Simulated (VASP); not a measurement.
An input for Ansatz (written as the equivalent of a VASP run, and not itself run):

Ansatz 0.2 input:
```yaml
crystal:
  lattice:
    - [5.4439540, 0.0000000, 0.0000000]
    - [-2.7219770, 4.7146020, 0.0000000]
    - [0.0000000, 0.0000000, 4.4019670]
  atoms:
    - { symbol: Pt, position: [0.5000000, 0.0000000, 0.5000000] }
    - { symbol: Pt, position: [0.5000000, 0.5000000, 0.5000000] }
    - { symbol: Pt, position: [0.0000000, 0.5000000, 0.5000000] }
    - { symbol: Pt, position: [0.3333330, 0.6666670, 0.0000000] }
    - { symbol: Pt, position: [0.6666670, 0.3333330, 0.0000000] }
    - { symbol: Sr, position: [0.0000000, 0.0000000, 0.0000000] }
kpoints:
  mp_grid: { grid: [5, 5, 5] }
hamiltonian:
  xc: lda
  pseudopotentials: { kind: paw }
magnetization: { noncollinear: true, spin_orbit: true }
scf:
  occupations: { method: gaussian, width: 0.1 }
  max_iter: 100
output: { forces: true, stress: true, eigenvalues: true }
```

Problem. Translate this input to VASP (INCAR, KPOINTS, POSCAR, choice of POTCAR).

Solution. One answer among several that fit: 
INCAR:
```
MAGMOM=18*0.0
ALGO=Normal
ENCUT=300
NELM=100
LMAXMIX=6   ! l cut-off of mixed one-centre charges
LNONCOLLINEAR=.True.
SYSTEM=SrPt5
EDIFF=1E-6
LASPH=.True.   ! aspherical one-centre terms
PREC=Accurate
GGA_COMPAT=.False.
ISIF=2   ! forces and stress, cell fixed
LREAL=.False.   ! projection in real space or not
ISMEAR=0   ! Gaussian
SIGMA=0.1   ! width (eV)
LORBIT=11
LCHARG=.False.
LSORBIT=.True.
LWAVE=.False.
```

**KPOINTS**
```
Automatic mesh
0
Gamma
5 5 5
0 0 0
```

**POSCAR**
```
SrPt5
10.8879080
  0.5000000000   0.0000000000   0.0000000000
 -0.2500000000   0.4330126595   0.0000000000
  0.0000000000   0.0000000000   0.4042986954
Pt Sr
5 1
Cart
  0.2500000000   0.0000000000   0.2021493477
  0.1250000000   0.2165063298   0.2021493477
 -0.1250000000   0.2165063298   0.2021493477
 -0.0000002500   0.2886752507   0.0000000000
  0.2500002500   0.1443374088   0.0000000000
  0.0000000000   0.0000000000   0.0000000000
```

POTCAR, in this order: Pt Sr_sv (LDA.64 set). Program: vasp_ncl.

The two are equivalent in intent, not identical: each code has its own PAW files, so the cut-off isn't converted (ENCUT is set for VASP's; basis.ecutwfc is left out, and Ansatz then takes the one that its files recommend); Ansatz stops its SCF on the density residual and VASP on the energy change (EDIFF); Ansatz's lda is the Perdew-Wang form, while the LDA potentials of VASP carry Perdew-Zunger's.

The structure comes from a measured SrPt5 entry (P6/mmm) of the Crystallography Open Database, whose conditions weren't checked. The cell was not relaxed at this level. The run is one of a series of settings (GGA_COMPAT = .FALSE., LNONCOLLINEAR = .TRUE., LSORBIT = .TRUE., MAGMOM = 0.0 0.0 0.0 0.0 0.0 0.0 0.0 0.0 0.0 0.0 0.0 0.0 0.0 0.0 0.0 0.0 0.0 0.0, program vasp_ncl against the base run), some of them coarse on purpose.
